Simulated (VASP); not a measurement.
Input:

```
InAs
1.0
    0.00000     3.01599     3.01599
    3.01599     0.00000     3.01599
    3.01599     3.01599     0.00000
In As
1 1
Direct
  0.00000   0.00000   0.00000
  0.25000   0.25000   0.25000
```

Computed with LDA (Ceperley-Alder, Perdew-Zunger) with spin-orbit coupling, VASP's LDA PAW potentials (set 64) (plane waves; VASP 6.6.1). Settings: 400 eV cut-off, 10×10×10 Γ-centred mesh, Gaussian smearing of 0.050 eV, potentials In_d As.

Problem. Give the energies of bands 13 to 25 at the high-symmetry points, in eV from the Fermi level.

Solution. 
```tsv
band	Γ	X	U	L	W
13	-0.47	-6.06	-5.95	-5.99	-5.95
14	-0.47	-6.06	-5.90	-5.99	-5.89
15	-0.36	-2.50	-3.48	-1.26	-3.19
16	-0.36	-2.50	-3.46	-1.26	-3.13
17	0.00	-2.49	-2.11	-1.00	-3.09
18	0.00	-2.49	-2.11	-1.00	-3.00
19	0.00	1.29	1.87	0.71	3.93
20	0.00	1.29	1.88	0.71	4.09
21	3.39	1.84	4.05	4.40	4.12
22	3.39	1.84	4.11	4.40	4.13
23	3.86	8.87	6.97	4.58	4.63
24	3.86	8.88	7.11	4.58	4.89
25	3.86	9.00	7.24	6.58	5.84
```

It has no gap at this level: it comes out as a metal or semimetal.

The compound is InAs in the zinc blende structure. It was relaxed first.
